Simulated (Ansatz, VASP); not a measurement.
# Pt16CO (Pt(100)): VASP beside Ansatz, part 2 of 2

Aim: how closely do two programs agree when they are given the same cell, functional and k mesh?  The structure shown is the end of the VASP relaxation below.

VASP 6.6.1 and Ansatz 0.2.0.

So far: Starting point; VASP: relaxation, PBEsol.

### Step 3. Ansatz: single point, PBEsol

Level of this step: Ansatz beside VASP: Kohn-Sham DFT, plane waves, PBEsol (Ansatz).

Ansatz runs on its default PAW (the set named soft_2) files.

The same cell, functional, mesh and smearing now go to Ansatz, which takes its cutoff from its data sets.

Input file input.yaml:

```yaml
crystal:
  lattice:
    - [5.53792137, 0.0, 0.0]
    - [0.0, 5.53792137, 0.0]
    - [0.0, 0.0, 20.87385263]
  atoms:
    - { symbol: Pt, position: [0.25, 0.25, 0.35930119] }
    - { symbol: Pt, position: [0.75, 0.25, 0.35930119] }
    - { symbol: Pt, position: [0.25, 0.75, 0.35930119] }
    - { symbol: Pt, position: [0.75, 0.75, 0.35930119] }
    - { symbol: Pt, position: [0.0, 0.0, 0.4531004] }
    - { symbol: Pt, position: [0.5, 0.0, 0.4531004] }
    - { symbol: Pt, position: [0.0, 0.5, 0.4531004] }
    - { symbol: Pt, position: [0.5, 0.5, 0.4531004] }
    - { symbol: Pt, position: [0.24765845, 0.24765845, 0.54537708] }
    - { symbol: Pt, position: [0.75234155, 0.24765845, 0.54537708] }
    - { symbol: Pt, position: [0.24765845, 0.75234155, 0.54537708] }
    - { symbol: Pt, position: [0.75234155, 0.75234155, 0.54537708] }
    - { symbol: Pt, position: [0.0, 0.0, 0.64619391] }
    - { symbol: Pt, position: [0.5, 0.0, 0.63416994] }
    - { symbol: Pt, position: [0.0, 0.5, 0.63416994] }
    - { symbol: Pt, position: [0.5, 0.5, 0.63585392] }
    - { symbol: C, position: [0.0, 0.0, 0.7337916] }
    - { symbol: O, position: [0.0, 0.0, 0.78925261] }
hamiltonian:
  xc: pbesol
  pseudopotentials: { kind: paw }
kpoints:
  mp_grid: { grid: [4, 4, 1] }
scf:
  occupations: { method: methfessel_paxton, width: 0.15 }
  n_extra_bands: 8
efield:
  axis: 3
  dipole_correction: true
  ramp_width: 0.04
output:
  forces: true
  eigenvalues: true
```

The run is started by

```sh
ansatz run input.yaml --threads 8 --pin off --max-ram 18432MiB --backend cpu --events-out ev --progress --plain --runs-dir out
```

Numbers of over 12 decimals in the logs are rounded to 6 here.

Output:

```text
scf.n_extra_bands = 8 over 149 filled bands (N_el = 298.0): the run solves 157 bands
Engine: ansatz 0.2.0, aarch64-unknown-linux-gnu
Pseudopotentials: kind: paw
Pseudopotential: Pt, paw, valence charge 18, recommended cutoff 420 eV (normal), Pt.paw.azcp
Pseudopotential: C, paw, valence charge 4, recommended cutoff 420 eV (normal), C.paw.azcp
Pseudopotential: O, paw, valence charge 6, recommended cutoff 420 eV (normal), O.paw.azcp
Functional definition: PBEsol
  exchange = pbesol_x
  correlation = pbesol_c
Crystal: 18 atoms, lattice volume = 640.171 Å³
Basis set: ecut = 420 eV, 12553 PW (Γ), exchange–correlation on 80×80×288 points (8 copies of the dense FFT grid, shifted against one another)
Bands: 157, of which v1, the nominal top of the filled ones, is band 149 counted from 1 (148 counted from 0)
Symmetry: 8 space group operations
Space group: P4mm (ITA 99), of the structure as read, at distance tolerance 8.6e-5 Å
k-points: 6 of 16
Non-local potential: Pt, projectors of the file, l = 0: 3, l = 1: 2, l = 2: 2, l = 3: 1
Non-local potential: C, projectors of the file, l = 0: 2, l = 1: 2, l = 2: 1
Non-local potential: O, projectors of the file, l = 0: 2, l = 1: 2, l = 2: 1
PAW form: soft (Blöchl's): semilocal exchange-correlation on the pseudo side does not see the compensation charge
PAW frozen core: Pt, regenerated for the run's functional, and the local potential with it (the file was generated under x = pbe(κ = 0.804, μ = 0.219515), c = pbe(β = 0.066725))
PAW frozen core: C, regenerated for the run's functional, and the local potential with it (the file was generated under x = pbe(κ = 0.804, μ = 0.219515), c = pbe(β = 0.066725))
PAW frozen core: O, regenerated for the run's functional, and the local potential with it (the file was generated under x = pbe(κ = 0.804, μ = 0.219515), c = pbe(β = 0.066725))
PAW one-centre angular grid: Pt, 590 points (default); XC on 64 Gauss nodes
PAW one-centre angular grid: C, 110 points (default); XC on 64 Gauss nodes
PAW one-centre angular grid: O, 110 points (default); XC on 64 Gauss nodes
Initial density: superposition of atomic densities (neutral atoms: chi_scale 0, normalization atom), corrected by the library's trained network
Initial wavefunctions: pseudopotential atomic-orbital guess
Functional: x = pbesol(κ = 0.804, μ = 0.123457), c = pbesol(β = 0.046)
SCF iter   1: F=—  HF=-198940.237321 eV  |F-HF|=—  |Δ(HF+E_count)|=         —  Δρ=1.52e-2  dr2=1.36e1  ethr=1.77e-3  p=-0.076 e·Å  D=-2.15e-2 V/Å  ΔV_dip=0.45 eV  dr2_dipole=5.67e0  V_vac-E_F(+/−)=5.69/5.24 eV  ⟨swp⟩=7.2  Hψ=3977  notcnv=0
efield: sawtooth ramp at fractional position 0.0543 (placed from the atoms, in the widest stretch of the axis that holds none; the zero of the levels goes with the place), width 0.0400; the density the first Hamiltonian is built on has a dipole p = -0.076 e·Å; the dipole correction subtracts the counter field D = -2.15e-2 V/Å, which shifts the + side's vacuum level by +0.45 eV against the − side's; the planar-averaged density in the ramp window peaks in size at 3.5e-5 e/Å³
preconditioner: auto → LDOS  [metal: Δε(μ)=0.007 eV  Ē_g=4.306 eV  σ=0.150 eV  W_gap=0.04  n_scr=138 (ndim 8)  ℏωp=19.1 eV  f_vac=0.532  D(μ)=27.81/eV (n_scr^D=246)  β→1.0]
SCF iter   2: F=—  HF=-198940.016493 eV  |F-HF|=—  |Δ(HF+E_count)|=   2.21e-1  S|Δr|=    0.00e0  Δρ=5.90e-3  dr2=2.29e-1  ethr=1.77e-3  p=0.010 e·Å  D=2.74e-3 V/Å  ΔV_dip=-0.06 eV  dr2_dipole=7.21e-3  V_vac-E_F(+/−)=5.69/5.74 eV  ⟨swp⟩=2.0  Hψ=1213  notcnv=0
SCF iter   3: F=—  HF=-198940.006356 eV  |F-HF|=—  |Δ(HF+E_count)|=   1.01e-2  S|Δr|=    0.00e0  Δρ=3.97e-3  dr2=1.94e-1  ethr=7.69e-5  p=-0.013 e·Å  D=-3.54e-3 V/Å  ΔV_dip=0.07 eV  dr2_dipole=5.34e-2  V_vac-E_F(+/−)=5.70/5.63 eV  ⟨swp⟩=3.2  Hψ=2099  notcnv=0
SCF iter   4: F=—  HF=-198939.989755 eV  |F-HF|=—  |Δ(HF+E_count)|=   1.66e-2  S|Δr|=    0.00e0  Δρ=2.35e-3  dr2=4.35e-2  ethr=6.50e-5  p=0.014 e·Å  D=3.83e-3 V/Å  ΔV_dip=-0.08 eV  dr2_dipole=9.82e-8  V_vac-E_F(+/−)=5.63/5.71 eV  ⟨swp⟩=2.0  Hψ=1618  notcnv=0
SCF iter   5: F=—  HF=-198939.982982 eV  |F-HF|=—  |Δ(HF+E_count)|=   6.77e-3  S|Δr|=    0.00e0  Δρ=4.60e-4  dr2=4.00e-3  ethr=1.46e-5  p=0.004 e·Å  D=1.09e-3 V/Å  ΔV_dip=-0.02 eV  dr2_dipole=3.20e-6  V_vac-E_F(+/−)=5.69/5.71 eV  ⟨swp⟩=2.7  Hψ=1337  notcnv=0
SCF iter   6: F=—  HF=-198939.983116 eV  |F-HF|=—  |Δ(HF+E_count)|=   1.33e-4  S|Δr|=    0.00e0  Δρ=2.10e-4  dr2=1.04e-3  ethr=1.34e-6  p=0.003 e·Å  D=9.89e-4 V/Å  ΔV_dip=-0.02 eV  dr2_dipole=1.50e-6  V_vac-E_F(+/−)=5.70/5.72 eV  ⟨swp⟩=2.0  Hψ=1432  notcnv=0
SCF iter   7: F=—  HF=-198939.983051 eV  |F-HF|=—  |Δ(HF+E_count)|=   6.52e-5  S|Δr|=    0.00e0  Δρ=1.18e-4  dr2=2.65e-4  ethr=3.48e-7  p=0.004 e·Å  D=1.11e-3 V/Å  ΔV_dip=-0.02 eV  dr2_dipole=9.06e-7  V_vac-E_F(+/−)=5.70/5.72 eV  ⟨swp⟩=2.0  Hψ=1441  notcnv=0
SCF iter   8: F=—  HF=-198939.983065 eV  |F-HF|=—  |Δ(HF+E_count)|=   1.39e-5  S|Δr|=    0.00e0  Δρ=4.65e-5  dr2=3.98e-5  ethr=8.88e-8  p=0.004 e·Å  D=1.25e-3 V/Å  ΔV_dip=-0.03 eV  dr2_dipole=3.12e-7  V_vac-E_F(+/−)=5.70/5.72 eV  ⟨swp⟩=2.0  Hψ=1372  notcnv=0
SCF iter   9: F=—  HF=-198939.983029 eV  |F-HF|=—  |Δ(HF+E_count)|=   3.55e-5  S|Δr|=    0.00e0  Δρ=1.45e-5  dr2=3.25e-6  ethr=1.34e-8  p=0.004 e·Å  D=1.26e-3 V/Å  ΔV_dip=-0.03 eV  dr2_dipole=6.87e-8  V_vac-E_F(+/−)=5.70/5.72 eV  ⟨swp⟩=2.0  Hψ=1444  notcnv=0
SCF iter  10: F=—  HF=-198939.983030 eV  |F-HF|=—  |Δ(HF+E_count)|=   6.84e-7  S|Δr|=    0.00e0  Δρ=8.70e-6  dr2=9.68e-7  ethr=1.09e-9  p=0.004 e·Å  D=1.27e-3 V/Å  ΔV_dip=-0.03 eV  dr2_dipole=3.35e-9  V_vac-E_F(+/−)=5.70/5.72 eV  ⟨swp⟩=2.0  Hψ=1456  notcnv=0
SCF iter  11: F=—  HF=-198939.983030 eV  |F-HF|=—  |Δ(HF+E_count)|=   1.78e-7  S|Δr|=    0.00e0  Δρ=4.20e-6  dr2=3.38e-7  ethr=3.25e-10  p=0.004 e·Å  D=1.26e-3 V/Å  ΔV_dip=-0.03 eV  dr2_dipole=2.89e-8  V_vac-E_F(+/−)=5.70/5.72 eV  ⟨swp⟩=2.0  Hψ=1420  notcnv=0
SCF iter  12: F=—  HF=-198939.983030 eV  |F-HF|=—  |Δ(HF+E_count)|=   4.95e-8  S|Δr|=    0.00e0  Δρ=2.71e-6  dr2=1.05e-7  ethr=1.13e-10  p=0.004 e·Å  D=1.26e-3 V/Å  ΔV_dip=-0.03 eV  dr2_dipole=4.67e-9  V_vac-E_F(+/−)=5.70/5.72 eV  ⟨swp⟩=2.0  Hψ=1320  notcnv=0
SCF iter  13: F=-198939.983030 eV  HF=-198939.983030 eV  |F-HF|=4.19e-9  |Δ(HF+E_count)|=   6.82e-8  S|Δr|=    0.00e0  Δρ=1.31e-6  dr2=2.55e-8  ethr=3.36e-11  p=0.004 e·Å  D=1.26e-3 V/Å  ΔV_dip=-0.03 eV  dr2_dipole=2.95e-11  V_vac-E_F(+/−)=5.70/5.72 eV  ⟨swp⟩=6.0  Hψ=3172  notcnv=0
SCF 1 converged in 13 iterations: F = -198939.983030 eV  dr2 = 2.55e-8
  greatest PAW one-centre occupation: 1.000 electrons in one spin orbital (limit 2), on the Pt atom at site 12 (counted from 0), in its partial waves of l = 0
SCF converged after 13 iterations
Stability not checked: this state was not tested for a lower state beside it, because cold or Methfessel-Paxton smearing, or corrected tetrahedra, fill the levels in a way that the test cannot read (fill_not_monotonic; see scf.lower_state_search)
Free energy (F): -198939.983030 eV
Harris-Foulkes:  -198939.983030 eV  (|F-HF|=4.19e-9)
Internal energy: -198939.980508 eV  (E = F + TS)
E sigma→0 (E₀):  -198939.982399 eV
Entropy (-TS):   -0.002523 eV (-0.140 meV/atom)
Fermi energy:    5.531177 eV
Step filling:    the computed levels leave a gap of 0.0137 eV = 0.1 smearing widths at the electron count; against every level under it full and every level over it empty, smearing changes F+E_penalty+E_count by -4.071 meV and its σ→0 estimate by -3.440 meV
Dipole field:    D = 0.001252 V/Å  (p = 0.004429 e·Å, saw-weighted, corrected)
Work function:   Φ+ = 5.6953 eV   Φ− = 5.7214 eV
Levels:          The Fermi level and band energies are counted from a zero that moves with the ramp; work functions are not
--- Per-component energies (eV) ---
  E_band       = -7178.877630
  E_kinetic    = 10450.862559
  E_local      = -363440.051955  (includes V_loc(G=0)·N_el)
  E_nonlocal   = 3329.164784
  E_hartree    = 176076.096369
  E_xc         = -4270.161878
  E_vxc        = -4969.823091  (∫ρ·V_xc dr)
  E_paw        = -149310.482715  (= ΣΔE_a)
  E_vpaw       = -4701.763309  (= ΣTr[D̂ρ^β])
  E_aug_tail   = 0.005404  (compensation charges beyond the density's cutoff)
  E_efield     = 0.000003  (sawtooth field / dipole correction)
  E_vefield    = 0.517364  (∫n·V_field dr)
  E_ewald      = 128219.938835
  E_core_change = 4.648087  (= ΣΔE_core)
  E_smearing   = -0.002523  (= −TS)
  E_closure    = 0.000000  (closes the sum)
  Σ components = -198939.983030   (vs F -198939.983030, Δ=0.00e0)
--- Forces (eV/Å), atoms counted from 1 ---
  atom   1  Pt     0.02313664     0.02313664     0.53020334
  atom   2  Pt    -0.02313664     0.02313664     0.53020334
  atom   3  Pt     0.02313664    -0.02313664     0.53020334
  atom   4  Pt    -0.02313664    -0.02313664     0.53020334
  atom   5  Pt    -0.00000000     0.00000000    -0.63591742
  atom   6  Pt     0.00000000     0.00000000    -0.36909975
  atom   7  Pt     0.00000000     0.00000000    -0.36909975
  atom   8  Pt     0.00000000     0.00000000    -0.88802556
  atom   9  Pt     0.01199220     0.01199220     0.00117712
  atom  10  Pt    -0.01199220     0.01199220     0.00117712
  atom  11  Pt     0.01199220    -0.01199220     0.00117712
  atom  12  Pt    -0.01199220    -0.01199220     0.00117712
  atom  13  Pt     0.00000000     0.00000000     0.15060141
  atom  14  Pt     0.00000000     0.00000000     0.00930046
  atom  15  Pt     0.00000000     0.00000000     0.00930046
  atom  16  Pt    -0.00000000     0.00000000     0.01450872
  atom  17  C     -0.00000000     0.00000000     0.80000252
  atom  18  O      0.00000000     0.00000000    -0.84714439
  max |Σ_I F_I| component: 5.15e-5 eV/Å
--- Band table (eV; the first three rows and the last of 6) ---
  k-point 0: bands = [... 145 lower, 5.6640, 5.7587, 5.7587, 5.9833, 6.0683, 6.1159, 6.2405, 6.3861, ... 4 higher]
  k-point 1: bands = [... 145 lower, 5.4025, 5.4323, 5.4443, 5.4921, 5.6110, 5.8012, 5.8474, 5.8526, ... 4 higher]
  k-point 2: bands = [... 145 lower, 5.4769, 5.5259, 5.5800, 5.6299, 5.6329, 5.6586, 5.6687, 5.7254, ... 4 higher]
  k-point 5: bands = [... 145 lower, 4.7142, 4.7142, 4.7724, 5.1639, 5.5450, 5.5450, 5.6891, 5.7278, ... 4 higher]
```

Wall time 17 s (8 threads of Arm Neoverse N1, shared host); peak memory 2.5 GiB; 2.2 min of CPU time.

### Step 4. Comparison

Known differences besides the PAW data sets themselves: the data sets hold 298 valence electrons in Ansatz (default PAW (the set named soft_2) files) and 170 in VASP; the cutoff is 420 eV in Ansatz and 440 eV in VASP (PREC = Normal, projectors in real space); Ansatz makes its cores anew for this functional, VASP keeps those of its PBE data sets. Total energies have different zeros and are not compared.

Forces on 10 of the 18 atoms, picked by the larger force of the two programs (eV/Å; atoms numbered as in POSCAR):

| atom | Ansatz x, y, z | VASP x, y, z |
| --- | --- | --- |
| Pt1 | 0.023, 0.023, 0.530 | 0.022, 0.022, 0.524 |
| Pt2 | -0.023, 0.023, 0.530 | -0.022, 0.022, 0.524 |
| Pt3 | 0.023, -0.023, 0.530 | 0.022, -0.022, 0.524 |
| Pt4 | -0.023, -0.023, 0.530 | -0.022, -0.022, 0.524 |
| Pt5 | 0.000, 0.000, -0.636 | 0.000, 0.000, -0.612 |
| Pt6 | 0.000, 0.000, -0.369 | 0.000, 0.000, -0.347 |
| Pt7 | 0.000, 0.000, -0.369 | 0.000, 0.000, -0.347 |
| Pt8 | 0.000, 0.000, -0.888 | 0.000, 0.000, -0.864 |
| C17 | 0.000, 0.000, 0.800 | 0.000, 0.000, 0.020 |
| O18 | 0.000, 0.000, -0.847 | 0.000, 0.000, 0.016 |

The forces differ by 160 meV/Å r.m.s., which is 74.7 % of the r.m.s. force of 0.21 eV/Å (both taken over all components, held atoms included).

### Step 5. Looking for the cause

The difference is large enough to ask for its cause, so further runs change the set-up of one program at a time, as the table lists.

| run | r.m.s. force difference (% of the r.m.s. force) |
| --- | --- |
| as above | 75 |
| cores kept as stored, as VASP does, whose cores stay as stored | 72 |
| Ansatz's larger PAW set (cutoff 900 eV) | 71 |
| norm-conserving potentials (cutoff 1143 eV) | 77 |

### Step 6. Summary of results

| Quantity | Value |
| --- | --- |
| r.m.s. force difference (single point, PBEsol) | 75 % of the r.m.s. force |

What this shows: The r.m.s. force difference is 75 % of the r.m.s. force (single point, PBEsol), beyond the 3 % picked in this series as the mark of a large difference. For single point, PBEsol: no further run halves the r.m.s. force difference; only Ansatz's side was varied, and Ansatz's runs with other potentials lie closer to each other than to VASP, which for this quantity points to VASP's side; this was not tested here. Differences of this kind measure data sets and numerical settings, not the functional's error against experiment.

[Lines on the potential files, build, host, timing and source positions are cut from VASP's logs without a mark.]

[Logs are printed without paths, hosts, clocks, repeated set-up lines and the standing remarks that a program may print on its own settings, such as how far it seeks lower states.]

[Hosts, paths, dates, database ids (printed as entryN), source tags and the programs' standing remarks are cut or masked in the printed files.]
